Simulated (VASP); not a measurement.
These are PBE GGA + U (Dudarev), VASP's PBE PAW potentials (set 64) (plane waves; VASP) values and carry that method's errors.

A VASP calculation is set up with these files.

### KPOINTS
```
Automatic mesh
0
Gamma
10 10 10
0 0 0
```

File POSCAR:
```
AuZn
3.150
  1.0000000000   0.0000000000   0.0000000000
  0.0000000000   1.0000000000   0.0000000000
  0.0000000000   0.0000000000   1.0000000000
Zn Au
1 1
Cartesian
  0.5000000000   0.5000000000   0.5000000000
  0.0000000000   0.0000000000   0.0000000000
```

**INCAR**
```
LDAUTYPE = 2
PREC = Accurate
ALGO = Normal   # blocked Davidson
LMAXMIX = 6   # l cut-off of mixed one-centre charges
LWAVE = F
EDIFF = 1E-6
NELM = 100   # most electronic steps
LASPH = T
LCHARG = F
LDAUU = 1.0 0
LORBIT = 10
LREAL = F
ISMEAR = 1   # Methfessel-Paxton
LDAU = T
SYSTEM = AuZn
LDAUJ = 0 0
LDAUPRINT = 1
GGA = PE   # PBE
SIGMA = 0.1
LDAUL = 2 -1
ENCUT = 400
ISIF = 2
```

POTCAR, in this order: Zn Au (PBE.64 set). Program: vasp_std.

Output

File OSZICAR:
```
       N       E                     dE             d eps       ncg     rms          rms(c)
DAV:   1     0.109190245766E+03    0.10919E+03   -0.10141E+04  1712   0.167E+03
DAV:   2    -0.178225293431E+01   -0.11097E+03   -0.10793E+03  1785   0.304E+02
DAV:   3    -0.507192889846E+01   -0.32897E+01   -0.32815E+01  2044   0.634E+01
DAV:   4    -0.508902957246E+01   -0.17101E-01   -0.17100E-01  1932   0.396E+00
DAV:   5    -0.508924609783E+01   -0.21653E-03   -0.21652E-03  2114   0.449E-01    0.851E+00
DAV:   6    -0.466613911397E+01    0.42311E+00   -0.14869E+00  1729   0.138E+01    0.535E+00
DAV:   7    -0.464094681589E+01    0.25192E-01   -0.36289E-02  2152   0.479E+00    0.287E+00
DAV:   8    -0.463271163190E+01    0.82352E-02   -0.11133E-02  1883   0.124E+00    0.164E-01
DAV:   9    -0.463271400637E+01   -0.23745E-05   -0.34345E-04  1950   0.290E-01    0.754E-02
DAV:  10    -0.463272500805E+01   -0.11002E-04   -0.47425E-05  2031   0.101E-01    0.180E-02
DAV:  11    -0.463272571948E+01   -0.71143E-06   -0.59384E-06  1834   0.602E-02
   1 F= -.46327257E+01 E0= -.46325320E+01  d E =-.581098E-03
```

File OUTCAR:
```
------------------------ aborting loop because EDIFF is reached ----------------------------------------
  FORCE on cell =-STRESS in cart. coord.  units (eV):
  Direction    XX          YY          ZZ          XY          YZ          ZX
  --------------------------------------------------------------------------------------
  Total        0.7053092      0.7053092      0.7053092     -0.0000000      0.0000000     -0.0000000
  in kB       36.1541740     36.1541740     36.1541740     -0.0000000      0.0000000     -0.0000000
  external PRESSURE =      36.1541740 kB  Pullay stress =       0.0000000 kB
  volume of cell :       31.26
      direct lattice vectors                 reciprocal lattice vectors
     3.150000000  0.000000000  0.000000000     0.317460317  0.000000000  0.000000000
     0.000000000  3.150000000  0.000000000     0.000000000  0.317460317  0.000000000
     0.000000000  0.000000000  3.150000000     0.000000000  0.000000000  0.317460317
 POSITION                                       TOTAL-FORCE (eV/Angst)
 -----------------------------------------------------------------------------------
      1.57500      1.57500      1.57500         0.000000      0.000000      0.000000
      0.00000      0.00000      0.00000         0.000000      0.000000      0.000000
 -----------------------------------------------------------------------------------
    total drift:                                0.000000      0.000000     -0.000000
  FREE ENERGIE OF THE ION-ELECTRON SYSTEM (eV)
  ---------------------------------------------------
  free  energy   TOTEN  =        -4.6327257195 eV

  energy  without entropy=       -4.6321446211  energy(sigma->0) =       -4.63253202

 total charge

# of ion       s       p       d       tot
------------------------------------------
    1        0.520   0.445   9.786  10.750
    2        0.624   0.392   8.706   9.722
--------------------------------------------------
tot          1.145   0.837  18.491  20.472
```
(Selected blocks of OUTCAR.)

File OUTCAR:
```
 val. band max:        7.0836254591   @ k =   0.3000   0.1000   0.1000

 cond. band min:       7.1614289565   @ k =   0.4000   0.3000   0.2000


 Fermi energy:         7.0896899583

 k-point     1 :       0.0000    0.0000    0.0000
  band No.  band energies     occupation
      1      -3.5291      2.00000
      2      -1.3632      2.00000
      3      -1.3632      2.00000
      4      -0.7388      2.00000
      5      -0.7388      2.00000
      6      -0.7388      2.00000
      7       1.5413      2.00000
      8       1.5413      2.00000
      9       3.2737      2.00000
     10       3.2737      2.00000
     11       3.2737      2.00000
     12      12.0615      0.00000
     13      12.0615      0.00000
     14      12.0615      0.00000
     15      15.8873      0.00000

 k-point     2 :       0.1000    0.0000    0.0000
  band No.  band energies     occupation
      1      -3.3521      2.00000
      2      -1.3291      2.00000
      3      -1.3147      2.00000
      4      -0.7414      2.00000
      5      -0.7414      2.00000
      6      -0.7258      2.00000
      7       1.5184      2.00000
      8       1.5931      2.00000
      9       3.1451      2.00000
     10       3.1451      2.00000
     11       3.2614      2.00000
     12      10.7716      0.00000
     13      12.3890      0.00000
     14      12.3890      0.00000
     15      16.6145      0.00000

 k-point     3 :       0.2000    0.0000    0.0000
  band No.  band energies     occupation
      1      -2.8373      2.00000
      2      -1.2364      2.00000
      3      -1.1882      2.00000
      4      -0.7478      2.00000
      5      -0.7478      2.00000
      6      -0.6911      2.00000
      7       1.4546      2.00000
      8       1.7257      2.00000
      9       2.8325      2.00000
     10       2.8325      2.00000
     11       3.2287      2.00000
     12       8.6120     -0.00000
     13      13.2983      0.00000
     14      13.2983      0.00000
     15      17.1893      0.00000
...
```

Unless said otherwise, spin-orbit coupling is left out, though it shifts the bands of the heavy elements here.

The compound is AuZn in the CsCl type structure. The cell was not relaxed at this level. The run is one of a series of settings (LDAU = .TRUE., LDAUJ = 0 0, LDAUL = 2 -1, LDAUTYPE = 2, LDAUU = 1.0 0 against the base run), some of them coarse on purpose. The electron count is odd and the run is not spin-polarised, which forces a metal.
